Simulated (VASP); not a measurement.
Input:

```xyz
6
Lattice="5.2410 0.0000 0.0000 0.0000 6.0332 0.0000 0.0000 0.0000 3.3100" Properties=species:S:1:pos:R:3 pbc="T T T"
Ti     2.6205     3.0166     1.6550
Ti     0.0000     0.0000     0.0000
S      3.8504     0.9232     1.6550
S      1.3906     5.1100     1.6550
S      1.2299     2.0934     0.0000
S      4.0111     3.9398     0.0000
```

All values below come from LDA (Ceperley-Alder, Perdew-Zunger), VASP's LDA PAW potentials (set 64) (plane waves; VASP 6.6.1). Run with 400 eV cut-off, 7×6×10 Γ-centred mesh, tetrahedra with Blöchl corrections, potentials Ti_sv S.

Task: Estimate the energy per atom (σ→0), band gap (on the k-mesh) with the smallest direct gap where there is one.

Result: 
```
Property                                                    Result
------------------------  ----------------------------------------
band gap (on the k-mesh)  none (metal, semimetal or under 0.01 eV)
energy per atom (σ→0)                               -7.245 eV/atom
```

The structure comes from a computed database's TiS2 entry (Pnnm); how it stands against other phases isn't given here. It was relaxed first, which changed the volume by -8 %.
